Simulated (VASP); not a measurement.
Energy against volume of CaF2 (fluorite). Calculation: PBE GGA with D3 dispersion (zero damping), VASP's PBE PAW potentials (set 64) (plane waves; VASP). Run with 520 eV cut-off, 7×7×7 Γ-centred mesh, Gaussian smearing of 0.050 eV, potentials Ca_sv F.

```
V (Å³/atom)  E (eV/atom)
-----------  -----------
13.353          -5.88237
13.766          -5.88672
14.179          -5.88464
14.592          -5.87745
```

### Question
Fit these four points and predict the energy of the run at 12.940 Å³/atom.

### Answer
A cubic in V^(−2/3), the third-order Birch-Murnaghan form, passes through the four points with V0 = 13.82 Å³/atom and B0 = 81 GPa, and gives -5.8700 eV/atom there. The run gave -5.8708 eV/atom, -0.8 meV/atom from the fit; all five points give B0 = 79 GPa.

The compound is CaF2 in the fluorite structure. It was relaxed first.
